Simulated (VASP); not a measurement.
Calculation: r2SCAN meta-GGA, VASP's PBE PAW potentials (set 64) (plane waves; VASP).

VASP input:

**INCAR**
```
SYSTEM = CeO2
PREC = Accurate
ENCUT = 530
EDIFF = 1E-6
NELM = 100
ALGO = Normal
LREAL = .FALSE.
LASPH = .TRUE.
ISMEAR = 0
SIGMA = 0.05
METAGGA = R2SCAN
LMIXTAU = .TRUE.
LMAXMIX = 6
LWAVE = .FALSE.
LCHARG = .FALSE.
IBRION = 2
ISIF = 3
NSW = 60
EDIFFG = -0.02
```

File KPOINTS:
```
Automatic
0
Gamma
7 7 7
```

File POSCAR:
```
CeO2
1.0
  0.0000000000   2.6987961190   2.6987961190
  2.6987961190   0.0000000000   2.6987961190
  2.6987961190   2.6987961190   0.0000000000
Ce O
1 2
Cartesian
  0.0000000000   0.0000000000   0.0000000000
  1.3493980595   1.3493980595   1.3493980595
  4.0481941785   4.0481941785   4.0481941785
```

POTCAR, in this order: Ce O (PBE.64 set). Program: vasp_std.

What VASP printed:

File OSZICAR:
```
       N       E                     dE             d eps       ncg     rms          rms(c)
DAV:   1     0.203330338775E+03    0.20333E+03   -0.12182E+04   656   0.208E+03
DAV:   2    -0.304117529795E+02   -0.23374E+03   -0.22315E+03   960   0.322E+02
DAV:   3    -0.661007132764E+02   -0.35689E+02   -0.28848E+02   760   0.155E+02
DAV:   4    -0.678965142563E+02   -0.17958E+01   -0.17955E+01  1096   0.355E+01
DAV:   5    -0.679852338532E+02   -0.88720E-01   -0.88714E-01   976   0.739E+00    0.333E+01
DAV:   6    -0.536216842457E+02    0.14364E+02   -0.42434E+01   944   0.503E+01    0.108E+01
DAV:   7    -0.541335744228E+02   -0.51189E+00   -0.16824E+01   936   0.451E+01    0.147E+01
DAV:   8    -0.544098971141E+02   -0.27632E+00   -0.93625E+00   992   0.259E+01    0.680E+00
DAV:   9    -0.539078983466E+02    0.50200E+00   -0.76601E+00   960   0.266E+01    0.299E+00
DAV:  10    -0.539950474363E+02   -0.87149E-01   -0.43104E-01   936   0.747E+00    0.564E-01
DAV:  11    -0.540007260003E+02   -0.56786E-02   -0.62102E-02  1088   0.210E+00    0.318E-01
DAV:  12    -0.540193128663E+02   -0.18587E-01   -0.71224E-03   728   0.864E-01    0.217E-01
DAV:  13    -0.540157300589E+02    0.35828E-02   -0.12131E-02   888   0.117E+00    0.425E-01
DAV:  14    -0.540200749844E+02   -0.43449E-02   -0.31552E-03   848   0.625E-01    0.195E-01
DAV:  15    -0.540205526235E+02   -0.47764E-03   -0.19798E-03   984   0.473E-01    0.268E-02
DAV:  16    -0.540205580082E+02   -0.53847E-05   -0.59930E-05   800   0.768E-02    0.205E-02
DAV:  17    -0.540205556539E+02    0.23543E-05   -0.16113E-05  1064   0.366E-02    0.169E-02
DAV:  18    -0.540205571066E+02   -0.14528E-05   -0.68866E-06   720   0.285E-02    0.103E-02
DAV:  19    -0.540205576901E+02   -0.58342E-06   -0.12680E-06   456   0.154E-02
   1 F= -.54020558E+02 E0= -.54020558E+02  d E =-.540206E+02
       N       E                     dE             d eps       ncg     rms          rms(c)
DAV:   1    -0.543524610781E+02   -0.33190E+00   -0.10820E+01   680   0.338E+01    0.915E+00
DAV:   2    -0.541251643598E+02    0.22730E+00   -0.36354E+00   960   0.210E+01    0.277E+00
DAV:   3    -0.540675645345E+02    0.57600E-01   -0.21432E+00   952   0.122E+01    0.335E+00
DAV:   4    -0.540120077600E+02    0.55557E-01   -0.53802E-01   952   0.694E+00    0.165E-01
DAV:   5    -0.540123123997E+02   -0.30464E-03   -0.13239E-02  1000   0.116E+00    0.401E-01
DAV:   6    -0.540093760314E+02    0.29364E-02   -0.55304E-03  1160   0.666E-01    0.154E-01
DAV:   7    -0.540124363220E+02   -0.30603E-02   -0.34382E-03   984   0.582E-01    0.254E-01
DAV:   8    -0.540124181527E+02    0.18169E-04   -0.43681E-03  1032   0.712E-01    0.393E-02
DAV:   9    -0.540126967838E+02   -0.27863E-03   -0.42066E-04   744   0.237E-01    0.238E-02
DAV:  10    -0.540127731346E+02   -0.76351E-04   -0.95514E-05  1176   0.961E-02    0.141E-02
DAV:  11    -0.540127734135E+02   -0.27898E-06   -0.49939E-06   696   0.176E-02
   2 F= -.54012773E+02 E0= -.54012773E+02  d E =0.778428E-02
       N       E                     dE             d eps       ncg     rms          rms(c)
DAV:   1    -0.541409288643E+02   -0.12816E+00   -0.35575E+00   704   0.200E+01    0.511E+00
DAV:   2    -0.540444486556E+02    0.96480E-01   -0.58718E-01   872   0.840E+00    0.100E+00
DAV:   3    -0.540463509074E+02   -0.19023E-02   -0.35837E-01   952   0.529E+00    0.157E+00
DAV:   4    -0.540308937327E+02    0.15457E-01   -0.10492E-01   952   0.310E+00    0.149E-01
DAV:   5    -0.540306166431E+02    0.27709E-03   -0.33232E-03   968   0.426E-01    0.104E-01
DAV:   6    -0.540309907240E+02   -0.37408E-03   -0.63647E-04  1000   0.233E-01    0.109E-01
DAV:   7    -0.540308545117E+02    0.13621E-03   -0.41591E-04  1056   0.176E-01    0.280E-02
DAV:   8    -0.540311275828E+02   -0.27307E-03   -0.18883E-04   664   0.175E-01    0.152E-02
DAV:   9    -0.540311674411E+02   -0.39858E-04   -0.69098E-05  1072   0.771E-02    0.776E-03
DAV:  10    -0.540311688671E+02   -0.14259E-05   -0.46339E-06   776   0.219E-02    0.276E-03
DAV:  11    -0.540311697026E+02   -0.83557E-06   -0.26374E-07   368   0.635E-03
   3 F= -.54031170E+02 E0= -.54031170E+02  d E =-.106120E-01
```

File OUTCAR:
```
------------------------ aborting loop because EDIFF is reached ----------------------------------------
  FORCE on cell =-STRESS in cart. coord.  units (eV):
  Direction    XX          YY          ZZ          XY          YZ          ZX
  --------------------------------------------------------------------------------------
  Total       -0.0069035     -0.0069035     -0.0069035     -0.0000000      0.0000000     -0.0000000
  in kB       -0.2755428     -0.2755428     -0.2755428     -0.0000000      0.0000000     -0.0000000
  external PRESSURE =      -0.2755428 kB  Pullay stress =       0.0000000 kB
  volume of cell :       40.14
      direct lattice vectors                 reciprocal lattice vectors
     0.000000000  2.717605722  2.717605722    -0.183985482  0.183985482  0.183985482
     2.717605722 -0.000000000  2.717605722     0.183985482 -0.183985482  0.183985482
     2.717605722  2.717605722 -0.000000000     0.183985482  0.183985482 -0.183985482
 POSITION                                       TOTAL-FORCE (eV/Angst)
 -----------------------------------------------------------------------------------
      0.00000      0.00000      0.00000         0.000000     -0.000000     -0.000000
      1.35880      1.35880      1.35880        -0.000000     -0.000000     -0.000000
      4.07641      4.07641      4.07641         0.000000      0.000000      0.000000
 -----------------------------------------------------------------------------------
    total drift:                                0.000000     -0.000000      0.000000
  FREE ENERGIE OF THE ION-ELECTRON SYSTEM (eV)
  ---------------------------------------------------
  free  energy   TOTEN  =       -54.0311697026 eV

  energy  without entropy=      -54.0311697026  energy(sigma->0) =      -54.03116970

 reached required accuracy - stopping structural energy minimisation
```
(Selected blocks of OUTCAR.)

File CONTCAR:
```
CeO2
   1.00000000000000
     0.0000000000000000    2.7176057220614811    2.7176057220614811
     2.7176057220614811   -0.0000000000000000    2.7176057220614811
     2.7176057220614811    2.7176057220614811   -0.0000000000000000
  Ce              O
     1     2
Direct
     0.0000000000000000    0.0000000000000000    0.0000000000000000
     0.2500000000000000    0.2500000000000000    0.2500000000000000
     0.7500000000000000    0.7500000000000000    0.7500000000000000
```

Energy and stress use the plane-wave basis of the starting cell.

The compound is CeO2 in the fluorite structure. This run relaxes it. Symmetry was kept, so distortions that lower it aren't found. The start is the result of an earlier pass. The run is not spin-polarised, so no magnetic state was tried.
